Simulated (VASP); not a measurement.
Given:

```yaml
crystal:
  lattice:
    - [0.00000, 3.05776, 3.05776]
    - [3.05776, 0.00000, 3.05776]
    - [3.05776, 3.05776, 0.00000]
  atoms:
    - { symbol: In, position: [0.00000, 0.00000, 0.00000] }
    - { symbol: As, position: [0.25000, 0.25000, 0.25000] }
```

Method: revTPSS meta-GGA, VASP's PBE PAW potentials (set 64) (plane waves; VASP 6.6.1). Numerical set-up: 520 eV cut-off, 12×12×12 Γ-centred mesh, tetrahedra with Blöchl corrections, potentials In_d As.

Unless said otherwise, spin-orbit coupling is left out, though it shifts the bands of the heavy elements here.

**Question.** Estimate the energy per atom (σ→0), band gap (over mesh and band path) with the smallest direct gap where there is one.

**Answer.** 
- band gap (over mesh and band path): none (metal, semimetal or under 0.01 eV)
- energy per atom (σ→0): 800.1 kJ/mol of atoms

Total energies compare only between runs with the same potentials, cut-off and functional.

The compound is InAs in the zinc blende structure. It was relaxed first.
